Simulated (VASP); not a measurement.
Here is the system:

```
CELL_PARAMETERS angstrom
      0.00000     3.01576     3.01576
      3.01576     0.00000     3.01576
      3.01576     3.01576     0.00000
ATOMIC_POSITIONS crystal
  In 0.75000 0.75000 0.75000
  As 0.00000 0.00000 0.00000
```

The numbers are results of LDA (Ceperley-Alder, Perdew-Zunger), VASP's LDA PAW potentials (set 64) (plane waves; VASP), not measurements. Run with 400 eV cut-off, 12×12×12 Γ-centred mesh, tetrahedra with Blöchl corrections, potentials In_d As.

Unless said otherwise, spin-orbit coupling is left out, though it shifts the bands of the heavy elements here.

### Question
Tabulate the total density of states (states/eV per cell) against energy (eV; zero at the valence-band maximum or, without a gap, the Fermi level).

### Answer

```
E (eV) | DOS (states/eV)
    -9.98 | ############################## 2.30
    -9.38 |  0.00
    -8.90 |  0.00
    -8.30 |  0.00
    -7.70 |  0.00
    -7.22 |  0.00
    -6.62 |  0.00
    -6.02 |  0.00
    -5.54 | ##################### 1.59
    -4.94 | ####### 0.55
    -4.34 | #### 0.31
    -3.86 | ### 0.20
    -3.26 | ############### 1.19
    -2.66 | ################ 1.25
    -2.18 | ####################### 1.78
    -1.58 | ##################### 1.65
    -0.98 | ################ 1.21
    -0.50 | ###### 0.49
     0.10 |  0.00
     0.70 |  0.01
     1.18 | ### 0.21
     1.78 | ########### 0.84
     2.38 | ############################ 2.12
     2.86 | ############# 0.98
     3.46 | ########## 0.78
```
Within 2 eV below the Fermi level the largest weight inside VASP's projection spheres is As p, then In p.

The structure comes from a computed database's InAs entry (F-43m); how it stands against other phases isn't given here. It was relaxed first.
